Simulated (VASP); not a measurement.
An input for Quantum ESPRESSO's pw.x (written as the equivalent of a VASP run, and not itself run):

```
&CONTROL
  calculation = 'vc-relax'
  pseudo_dir = './pseudo'
  outdir = './out'
  tprnfor = .true.
  tstress = .true.
  nstep = 30
  forc_conv_thr = 0.00039
/
&SYSTEM
  ibrav = 0
  nat = 3
  ntyp = 2
  ecutwfc = 58
  occupations = 'smearing'
  smearing = 'gaussian'
  degauss = 0.003675
  input_dft = 'pw91'
/
&ELECTRONS
  conv_thr = 7.3e-09
  electron_maxstep = 100
/
&IONS
/
&CELL
  cell_dofree = 'shape'
/
ATOMIC_SPECIES
  Hf 178.490 Hf.upf
  S 32.060 S.upf
CELL_PARAMETERS angstrom
     1.8258624   -3.1624862    0.0000000
     1.8258624    3.1624862    0.0000000
     0.0000000    0.0000000    6.9212569
ATOMIC_POSITIONS crystal
  Hf   0.0000000  0.0000000  0.0000000
  S    0.3333330  0.6666670  0.2079919
  S    0.6666670  0.3333330  0.7920081
K_POINTS automatic
  7 7 4 0 0 0
```

Write the VASP files for the same calculation (PW91).

Several could match; the one computed here: 
### POSCAR
```
HfS2
1.0
  1.8258623620  -3.1624861595   0.0000000000
  1.8258623620   3.1624861595   0.0000000000
  0.0000000000   0.0000000000   6.9212568768
Hf S
1 2
direct
  0.0000000000   0.0000000000   0.0000000000
  0.3333330000   0.6666670000   0.2079918535
  0.6666670000   0.3333330000   0.7920081465
```

INCAR:
```
EDIFF  =  1E-7
EDIFFG  =  -0.01   # ionic stop
LREAL  =  .FALSE.   # projection in real space or not
LASPH  =  .TRUE.
SYSTEM  =  HfS2
ISMEAR  =  0   # Gaussian
LWAVE  =  .FALSE.
LMAXMIX  =  6   # l cut-off of mixed one-centre charges
SIGMA  =  0.05
ENCUT  =  520   # plane-wave cut-off (eV)
NSW  =  30
PREC  =  Accurate
ISIF  =  4
ALGO  =  Normal   # blocked Davidson
IBRION  =  2   # conjugate gradients
GGA  =  91   # PW91
NELM  =  100   # most electronic steps
LCHARG  =  .FALSE.
```

### KPOINTS
```
K-points
0
G
  7 7 4
```

POTCAR, in this order: Hf_pv S (PBE.64 set). Program: vasp_std.

What does not carry over: the potentials are each code's own (VASP's PAW set, PseudoDojo norm-conserving files in pw.x), so ENCUT and ecutwfc are chosen apart and not converted; conv_thr bounds pw.x's estimated SCF error, while EDIFF bounds the energy change between steps; forc_conv_thr acts on force components and is met together with etot_conv_thr.

The compound is HfS2 in the 1T layered structure. This run relaxes it. Symmetry was kept, so distortions that lower it aren't found.
